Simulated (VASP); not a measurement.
# SnSe: structure and properties in VASP

What structure and properties does r2SCAN give SnSe, and how near are they to the measured ones? The steps: full relaxation (r2SCAN), second relaxation, single point with fields (r2SCAN), bands along the symmetry lines (r2SCAN), density of states (r2SCAN), zone-centre phonons (r2SCAN), volume scan with r2SCAN, fit for r2SCAN and independent-particle dielectric function (r2SCAN). Left out of this account: 1 further run (core levels: core levels are not valid at this level). The start is a cell from a database of measured crystal structures.

Main program and level: VASP 6.6.1; r2SCAN; plane waves and PAW (Sn_d, Se).

**What experiment says.**

“Direct observation of double valence-band extrema and anisotropic effective masses of the thermoelectric material SnSe” (2017, arxiv:1712.09198) quotes from earlier work for SnSe, orthorhombic Pnma layered (bulk crystal, 295 K): lattice constant a (a (layer stacking direction)) 11.501 Å [literature structure used as calculation input; not this paper's sample]; lattice constant b 4.153 Å [literature structure used as calculation input; not this paper's sample]; lattice constant c 4.445 Å [literature structure used as calculation input; not this paper's sample].

The database entry behind the starting cell differs from later determinations by our own check (an axis about 0.9 % long against later determinations), so it need not match the best structure at ambient conditions.

## Step 1: The starting structure

Before any relaxation, the start is as follows. It takes space group Pnma (No. 62, orthorhombic). Conventional cell: a = 11.420 Å, b = 4.190 Å, c = 4.460 Å, α = 90.00°, β = 90.00°, γ = 90.00°. Nearest to Sn lie 5 Se at 2.69 to 3.32 Å. Nearest to Se lie 5 Sn at 2.69 to 3.32 Å. Farther neighbours and most contacts between anions are not listed.

Coordinates:

```cif
data_structure
_symmetry_space_group_name_H-M 'P 1'
_symmetry_Int_Tables_number 1
_cell_length_a 11.4200
_cell_length_b 4.1900
_cell_length_c 4.4600
_cell_angle_alpha 90.000
_cell_angle_beta 90.000
_cell_angle_gamma 90.000
_cell_volume 213.41
loop_
_atom_site_label
_atom_site_type_symbol
_atom_site_fract_x
_atom_site_fract_y
_atom_site_fract_z
_atom_site_occupancy
Sn1 Sn 0.12300 0.25000 0.09100 1
Sn2 Sn 0.37700 0.75000 0.59100 1
Sn3 Sn 0.62300 0.25000 0.40900 1
Sn4 Sn 0.87700 0.75000 0.90900 1
Se5 Se 0.35700 0.25000 0.01600 1
Se6 Se 0.14300 0.75000 0.51600 1
Se7 Se 0.85700 0.25000 0.48400 1
Se8 Se 0.64300 0.75000 0.98400 1
```

## Step 2: Full relaxation (r2SCAN)

Properties are meant for the cell that this level of theory prefers, so cell and atoms are relaxed first (ISIF = 3) until forces and stress are small; EDIFFG sets the threshold. r2SCAN adds the kinetic-energy density, costs more than a GGA and is run with LASPH.

Input file INCAR:

```
SYSTEM = SnSe
PREC = Accurate
ENCUT = 400
EDIFF = 1E-06
NELM = 100
ISMEAR = 0
SIGMA = 0.05
LREAL = .FALSE.
ALGO = Normal
METAGGA = R2SCAN
LASPH = .TRUE.
NBANDS = 49
LORBIT = 11
LWAVE = .FALSE.
LCHARG = .FALSE.
KPAR = 4
IBRION = 2
NSW = 60
ISIF = 3
EDIFFG = -0.01
```

Input file POSCAR:

```
SnSe
1.0
   11.4200000000      0.0000000000      0.0000000000
    0.0000000000      4.1900000000      0.0000000000
    0.0000000000      0.0000000000      4.4600000000
Sn Se
4 4
Direct
    0.1230000000      0.2500000000      0.0910000000
    0.3770000000      0.7500000000      0.5910000000
    0.6230000000      0.2500000000      0.4090000000
    0.8770000000      0.7500000000      0.9090000000
    0.3570000000      0.2500000000      0.0160000000
    0.1430000000      0.7500000000      0.5160000000
    0.8570000000      0.2500000000      0.4840000000
    0.6430000000      0.7500000000      0.9840000000
```

Input file KPOINTS:

```
Automatic mesh
0
Gamma
2 5 5
0 0 0
```

PAW data sets: Sn_d and Se (PBE family, release 64).

Launch:

```sh
> mpirun -np 4 vasp_std
```

Log:

```text
[banner, memory and clock lines left out]
running    4 mpi-ranks, on    1 nodes
 distrk:  each k-point on    1 cores,    4 groups
 distr:  one band on    1 cores,    1 groups

 POSCAR found type information on POSCAR SnSe
 POSCAR found :  2 types and       8 ions
|                                                                             |
|               ----> ADVICE to this user running VASP <----                  |
|                                                                             |
|     You enforced a specific xc type in the INCAR file but a different       |
|     [... a line on the potential file left out ...]
|     I HOPE YOU KNOW WHAT YOU ARE DOING!                                     |
|                                                                             |

 LDA part: xc-table for (None), standard interpolation
 POSCAR, INCAR and KPOINTS ok, starting setup
 FFT: planning ... GRIDC
 FFT: planning ... GRID_SOFT
 FFT: planning ... GRID
 WAVECAR not read
 entering main loop
       N       E                     dE             d eps       ncg     rms          rms(c)
DAV:   1     0.671252285966E+03    0.67125E+03   -0.32782E+04  1876   0.185E+03
DAV:   2    -0.360404077010E+02   -0.70729E+03   -0.68602E+03  1772   0.541E+02
DAV:   3    -0.164355915257E+03   -0.12832E+03   -0.12232E+03  2083   0.195E+02
DAV:   4    -0.172863975451E+03   -0.85081E+01   -0.83638E+01  2069   0.520E+01
DAV:   5    -0.173160465651E+03   -0.29649E+00   -0.29570E+00  2165   0.993E+00    0.775E+00
DAV:   6    -0.159625371004E+03    0.13535E+02   -0.43341E+00  2422   0.189E+01    0.527E+00
DAV:   7    -0.159678333370E+03   -0.52962E-01   -0.92414E-01  2253   0.408E+00    0.191E+00
DAV:   8    -0.159694167573E+03   -0.15834E-01   -0.46317E-02  2176   0.153E+00    0.617E-01
DAV:   9    -0.159698680024E+03   -0.45125E-02   -0.11076E-02  2184   0.471E-01    0.230E-01
DAV:  10    -0.159699043671E+03   -0.36365E-03   -0.13351E-03  2416   0.286E-01    0.991E-02
DAV:  11    -0.159699250470E+03   -0.20680E-03   -0.48528E-04  2051   0.110E-01    0.164E-02
DAV:  12    -0.159699254894E+03   -0.44236E-05   -0.44786E-05  2520   0.452E-02    0.115E-02
DAV:  13    -0.159699256962E+03   -0.20676E-05   -0.16446E-05  2019   0.238E-02    0.350E-03
DAV:  14    -0.159699256440E+03    0.52111E-06   -0.10656E-06  1174   0.740E-03
   1 F= -.15969926E+03 E0= -.15969926E+03  d E =-.159699E+03
 curvature:   0.00 expect dE= 0.000E+00 dE for cont linesearch  0.000E+00
 trial: gam= 0.00000 g(F)=  0.147E-01 g(S)=  0.104E+00 ort = 0.000E+00 (trialstep = 0.100E+01)
 search vector abs. value=  0.119E+00
 bond charge predicted
       N       E                     dE             d eps       ncg     rms          rms(c)
DAV:   1    -0.160442425738E+03   -0.74317E+00   -0.23138E+01  2229   0.428E+01    0.498E+00
DAV:   2    -0.159920124498E+03    0.52230E+00   -0.17720E+00  2141   0.123E+01    0.233E+00
DAV:   3    -0.159751946349E+03    0.16818E+00   -0.51729E-01  2329   0.605E+00    0.575E-01
DAV:   4    -0.159746661476E+03    0.52849E-02   -0.36945E-02  2017   0.125E+00    0.287E-01
DAV:   5    -0.159745412454E+03    0.12490E-02   -0.43814E-03  2398   0.397E-01    0.136E-01
DAV:   6    -0.159745522397E+03   -0.10994E-03   -0.95916E-04  1967   0.268E-01    0.352E-02
DAV:   7    -0.159745527408E+03   -0.50115E-05   -0.64535E-05  2790   0.548E-02    0.120E-02
DAV:   8    -0.159745529096E+03   -0.16878E-05   -0.88457E-06  2045   0.214E-02    0.509E-03
DAV:   9    -0.159745528730E+03    0.36642E-06   -0.93749E-07  1154   0.699E-03
   2 F= -.15974553E+03 E0= -.15974553E+03  d E =-.462723E-01
[... from here on, the cycles between the ionic steps are left out ...]
   3 F= -.15974715E+03 E0= -.15974715E+03  d E =-.478973E-01
   4 F= -.15976434E+03 E0= -.15976434E+03  d E =-.171888E-01
   5 F= -.15977509E+03 E0= -.15977509E+03  d E =-.279361E-01
   6 F= -.15978917E+03 E0= -.15978917E+03  d E =-.140781E-01
   7 F= -.15979934E+03 E0= -.15979934E+03  d E =-.242495E-01
   8 F= -.15979957E+03 E0= -.15979957E+03  d E =-.244782E-01
   9 F= -.15980348E+03 E0= -.15980348E+03  d E =-.391658E-02
  10 F= -.15980572E+03 E0= -.15980572E+03  d E =-.615126E-02
  11 F= -.15980585E+03 E0= -.15980585E+03  d E =-.627743E-02
  12 F= -.15980793E+03 E0= -.15980793E+03  d E =-.207964E-02
  13 F= -.15980792E+03 E0= -.15980792E+03  d E =-.207941E-02
  14 F= -.15980997E+03 E0= -.15980997E+03  d E =-.204668E-02
  15 F= -.15981034E+03 E0= -.15981034E+03  d E =-.241059E-02
  16 F= -.15981190E+03 E0= -.15981190E+03  d E =-.156069E-02
  17 F= -.15981224E+03 E0= -.15981224E+03  d E =-.190547E-02
  18 F= -.15981334E+03 E0= -.15981334E+03  d E =-.110081E-02
  19 F= -.15981343E+03 E0= -.15981343E+03  d E =-.118622E-02
  20 F= -.15981384E+03 E0= -.15981384E+03  d E =-.410416E-03
  21 F= -.15981388E+03 E0= -.15981388E+03  d E =-.449308E-03
  22 F= -.15981422E+03 E0= -.15981422E+03  d E =-.340785E-03
  23 F= -.15981433E+03 E0= -.15981433E+03  d E =-.453600E-03
  24 F= -.15981460E+03 E0= -.15981460E+03  d E =-.271522E-03
  25 F= -.15981499E+03 E0= -.15981499E+03  d E =-.656142E-03
  26 F= -.15981517E+03 E0= -.15981517E+03  d E =-.183542E-03
  27 F= -.15981518E+03 E0= -.15981518E+03  d E =-.198243E-03
  28 F= -.15981533E+03 E0= -.15981533E+03  d E =-.143310E-03
  29 F= -.15981559E+03 E0= -.15981559E+03  d E =-.405465E-03
  30 F= -.15981561E+03 E0= -.15981561E+03  d E =-.425386E-03
 curvature:  -6.05 expect dE=-0.896E-03 dE for cont linesearch -0.599E-06
 trial: gam= 0.43003 g(F)=  0.514E-04 g(S)=  0.968E-04 ort = 0.106E-04 (trialstep = 0.106E+01)
 search vector abs. value=  0.369E-03
 bond charge predicted
       N       E                     dE             d eps       ncg     rms          rms(c)
DAV:   1    -0.159815550187E+03    0.59613E-04   -0.67255E-02  2062   0.120E+00    0.101E-01
DAV:   2    -0.159815784973E+03   -0.23479E-03   -0.28624E-03  2369   0.328E-01    0.463E-02
DAV:   3    -0.159815745938E+03    0.39034E-04   -0.10836E-04  2178   0.805E-02    0.275E-02
DAV:   4    -0.159815727528E+03    0.18410E-04   -0.39246E-05  2116   0.492E-02    0.795E-03
DAV:   5    -0.159815727185E+03    0.34287E-06   -0.14181E-05  1845   0.269E-02    0.379E-03
DAV:   6    -0.159815727088E+03    0.97398E-07   -0.44514E-07   996   0.448E-03
  31 F= -.15981573E+03 E0= -.15981573E+03  d E =-.117338E-03
 trial-energy change:   -0.000117  1 .order   -0.000115   -0.000163   -0.000067
 step:   1.8158(harm=  1.8158)  dis= 0.00237  next Energy=  -159.815748 (dE=-0.139E-03)
 reached required accuracy - stopping structural energy minimisation
```

Elapsed: 50 min, on 4 MPI ranks of Intel Xeon Platinum 8488C (Sapphire Rapids), shared host; peak memory 1.3 GiB; 3.4 h of CPU time.

Lines that name or quote the potential files are left out of all logs, and their timing lines are given in words.

Parts of OUTCAR (step 2):

```text
ion  position               nearest neighbor table
   1  0.123  0.250  0.091-   5 2.69   6 2.83   6 2.83   4 3.60   4 3.60
   2  0.377  0.750  0.591-   6 2.69   5 2.83   5 2.83   3 3.60   3 3.60
   3  0.623  0.250  0.409-   7 2.69   8 2.83   8 2.83   2 3.60   2 3.60
   4  0.877  0.750  0.909-   8 2.69   7 2.83   7 2.83   1 3.60   1 3.60
   5  0.357  0.250  0.016-   1 2.69   2 2.83   2 2.83
   6  0.143  0.750  0.516-   2 2.69   1 2.83   1 2.83
   7  0.857  0.250  0.484-   3 2.69   4 2.83   4 2.83
   8  0.643  0.750  0.984-   4 2.69   3 2.83   3 2.83

  LATTYP: Found a simple orthorhombic cell.
 ALAT       =     4.1900000000
 B/A-ratio  =     1.0644391408
 C/A-ratio  =     2.7255369928

 Subroutine GETGRP returns: Found  8 space group operations
 (whereof  2 operations were pure point group operations)

The static configuration has the point symmetry S_2 .
 The point group associated with its full space group is D_2h.

 Found     18 irreducible k-points:

   k-points           NKPTS =     18   k-points in BZ     NKDIM =     18   number of bands    NBANDS=     49

   dimension x,y,z NGX =    80 NGY =   28 NGZ =   30
   dimension x,y,z NGXF=   160 NGYF=   56 NGZF=   60

   ENCUT  =  400.0 eV  29.40 Ry    5.42 a.u.  18.62  6.83  7.27*2*pi/ulx,y,z

   NELECT =      80.0000    total number of electrons

 k-points in reciprocal lattice and weights: Automatic mesh
   0.00000000  0.00000000  0.00000000       0.020
   0.50000000  0.00000000  0.00000000       0.020
   0.00000000  0.20000000  0.00000000       0.040
   0.50000000  0.20000000  0.00000000       0.040
   0.00000000  0.40000000  0.00000000       0.040
   0.50000000  0.40000000  0.00000000       0.040
   0.00000000  0.00000000  0.20000000       0.040
   0.50000000  0.00000000  0.20000000       0.040
   0.00000000  0.20000000  0.20000000       0.080
[...]
0.00000000  0.40000000  0.40000000       0.080
   0.50000000  0.40000000  0.40000000       0.080

 average (electrostatic) potential at core
       1-107.6526       2-107.6526       3-107.6526       4-107.6526       5 -57.5788
       6 -57.5788       7 -57.5788       8 -57.5788

 E-fermi :   4.8412

 k-point     1 :       0.0000    0.0000    0.0000
  band No.  band energies     occupation
    ...
     36       2.7906      2.00000
     37       3.0891      2.00000
     38       3.6815      2.00000
     39       3.9306      2.00000
     40       4.4085      2.00000
     41       5.8139      0.00000
     42       7.6638      0.00000
     43       7.7032      0.00000
     44       7.8021      0.00000
     45       8.0298      0.00000
    ...

 k-point     2 :       0.5000    0.0000    0.0000
  band No.  band energies     occupation
    ...
     36       2.6938      2.00000
     37       2.8714      2.00000
     38       2.8714      2.00000
     39       4.2066      2.00000
     40       4.2066      2.00000
     41       7.3657      0.00000
     42       7.3657      0.00000
     43       7.5132      0.00000
     44       7.5132      0.00000
     45       8.6153      0.00000
    ...

 k-point     3 :       0.0000    0.2000    0.0000
  band No.  band energies     occupation
    ...
     36       2.8122      2.00000
     37       2.9866      2.00000
     38       3.9303      2.00000
     39       4.1773      2.00000
     40       4.1795      2.00000
     41       6.0948      0.00000
     42       6.5120      0.00000
     43       7.5268      0.00000
     44       7.8141      0.00000
     45       7.8864      0.00000
    ...

  Total        0.0144165      0.0668144      0.0059998      0.0000000     -0.0000000      0.0000000
  in kB        0.1025804      0.4754175      0.0426915      0.0000000     -0.0000000      0.0000000
  external PRESSURE =       0.2068964 kB  Pullay stress =       0.0000000 kB

  energy-cutoff  :      400.00
  volume of cell :      225.17
      direct lattice vectors                 reciprocal lattice vectors
    11.699570405  0.000000000  0.000000000     0.085473224  0.000000000  0.000000000
     0.000000000  4.136483886 -0.000000000     0.000000000  0.241751214  0.000000000
     0.000000000 -0.000000000  4.652690084     0.000000000  0.000000000  0.214929424

 POSITION                                       TOTAL-FORCE (eV/Angst)
 -----------------------------------------------------------------------------------
      1.40777      1.03412      0.54369         0.002463     -0.000000      0.007384
      4.44201      3.10236      2.87003        -0.002463     -0.000000      0.007384
      7.25756      1.03412      1.78266         0.002463      0.000000     -0.007384
     10.29180      3.10236      4.10900        -0.002463      0.000000     -0.007384
      4.11703      1.03412      0.03791        -0.002542      0.000000     -0.002797
      1.73275      3.10236      2.36425         0.002542      0.000000     -0.002797
      9.96682      1.03412      2.28844        -0.002542     -0.000000      0.002797
      7.58254      3.10236      4.61478         0.002542     -0.000000      0.002797
 -----------------------------------------------------------------------------------
    total drift:                               -0.000000      0.000000     -0.000000

  FREE ENERGIE OF THE ION-ELECTRON SYSTEM (eV)
  ---------------------------------------------------
  free  energy   TOTEN  =      -159.8157270881 eV

  energy  without entropy=     -159.8157270881  energy(sigma->0) =     -159.81572709

 reached required accuracy - stopping structural energy minimisation

 total charge
# of ion       s       p       d       tot
------------------------------------------
    1        1.316   0.781   9.988  12.085
    2        1.316   0.781   9.988  12.085
    3        1.316   0.781   9.988  12.085
    4        1.316   0.781   9.988  12.085
    5        1.466   2.382   0.023   3.871
    6        1.466   2.382   0.023   3.871
    7        1.466   2.382   0.023   3.871
    8        1.466   2.382   0.023   3.871
--------------------------------------------------
tot         11.128  12.651  40.045  63.824

[... 3 further parts left out ...]
```

The gap is read on the k-mesh alone, so it is an upper bound where the band edges lie off the mesh. The bonds form layers, held to each other by dispersion, which r2SCAN holds only at short range, so the spacing between them may come out too wide. The PAW data sets were made with PBE, which is usual practice but a small mismatch for other functionals. The run keeps the 8 symmetry operations of its start, so it cannot find a distortion of lower symmetry.

The steps of the relaxation (22 of 31):

```
step  energy less that of the first step (eV)  largest force (eV/Å)  pressure (GPa)  volume (Å³)
   1                                   0.0000                0.2046            1.33       213.41
   2                                  -0.0463                0.2749           -0.50       220.29
   4                                  -0.0651                0.1930            0.05       219.19
   5                                  -0.0758                0.1407            0.46       219.24
   7                                  -0.1001                0.0588           -0.10       224.93
   8                                  -0.1003                0.0646           -0.13       225.49
  10                                  -0.1065                0.0716            0.09       226.05
  11                                  -0.1066                0.0767            0.14       226.13
  12                                  -0.1087                0.0319           -0.17       227.57
  14                                  -0.1107                0.0442           -0.07       227.00
  15                                  -0.1111                0.0526            0.03       226.56
  17                                  -0.1130                0.0225           -0.04       226.32
  18                                  -0.1141                0.0299            0.06       225.77
  20                                  -0.1146                0.0176           -0.10       226.07
  21                                  -0.1146                0.0191           -0.06       225.97
  22                                  -0.1150                0.0247           -0.02       225.64
  24                                  -0.1153                0.0280            0.02       225.16
  25                                  -0.1157                0.0104            0.05       224.68
  27                                  -0.1159                0.0250           -0.05       225.08
  28                                  -0.1161                0.0226           -0.04       225.08
  30                                  -0.1164                0.0123            0.02       225.07
  31                                  -0.1165                0.0078            0.02       225.17
```

```
conventional cell, symmetrised  before   after  change
                         a (Å)  11.420  11.700  +2.4 %
                         b (Å)   4.190   4.136  -1.3 %
                         c (Å)   4.460   4.653  +4.3 %
              volume (Å³/atom)   26.68   28.15  +5.5 %
```

The atoms that moved most (Å, as changes of fractional coordinates times the final cell):

```
atom      dx     dy      dz  length
 Sn4   0.031  0.000  -0.120   0.124
 Sn2   0.031  0.000   0.120   0.124
 Sn1  -0.031  0.000   0.120   0.124
 Sn3  -0.031  0.000  -0.120   0.124
 Se6   0.060  0.000  -0.037   0.070
 Se5  -0.060  0.000  -0.037   0.070
 Se7  -0.060  0.000   0.037   0.070
 Se8   0.060  0.000   0.037   0.070
```

The relaxed structure:

```cif
data_structure
_symmetry_space_group_name_H-M 'P 1'
_symmetry_Int_Tables_number 1
_cell_length_a 11.6996
_cell_length_b 4.1365
_cell_length_c 4.6527
_cell_angle_alpha 90.000
_cell_angle_beta 90.000
_cell_angle_gamma 90.000
_cell_volume 225.17
loop_
_atom_site_label
_atom_site_type_symbol
_atom_site_fract_x
_atom_site_fract_y
_atom_site_fract_z
_atom_site_occupancy
Sn1 Sn 0.12033 0.25000 0.11685 1
Sn2 Sn 0.37967 0.75000 0.61685 1
Sn3 Sn 0.62033 0.25000 0.38315 1
Sn4 Sn 0.87967 0.75000 0.88315 1
Se5 Se 0.35190 0.25000 0.00815 1
Se6 Se 0.14810 0.75000 0.50815 1
Se7 Se 0.85190 0.25000 0.49185 1
Se8 Se 0.64810 0.75000 0.99185 1
```

A gap read on the k-mesh alone can miss the band edges.

Numbers from this step:

```
electrons                       : 80
bands                           : 49
irreducible k-points            : 18
symmetry operations             : 8
free energy (TOTEN)             : -159.8157 eV
Fermi energy                    : 4.841 eV
pressure                        : 0.02069 GPa
metallic                        : no
valence top at k                : 0.5, 0, 0.4
conduction bottom at k          : 0, 0.4, 0
least direct gap at k           : 0, 0, 0
SCF cycles over all ionic steps : 213
gap on the k-mesh               : 1.228 eV
least direct gap on the k-mesh  : 1.405 eV
```

It ends with a largest force of 0.008 eV/Å and a pressure of 0.02 GPa. The volume lies +5.5 % from that of the database's start.

(Continued in part 2 of 7.)

[Lines on the potential files, build, host, timing and source positions are cut from VASP's logs without a mark.]

[Logs are printed without paths, hosts, clocks, repeated set-up lines and the standing remarks that a program may print on its own settings, such as how far it seeks lower states.]

[Hosts, paths, dates, database ids (printed as entryN), source tags and the programs' standing remarks are cut or masked in the printed files.]

[Measured values are set beside computed ones only where the two were judged alike; some that the calculation misses by far are left out.]

[In band tables of VASP the shares of atoms and orbitals are scaled to a sum of 1 inside the atoms' spheres.]
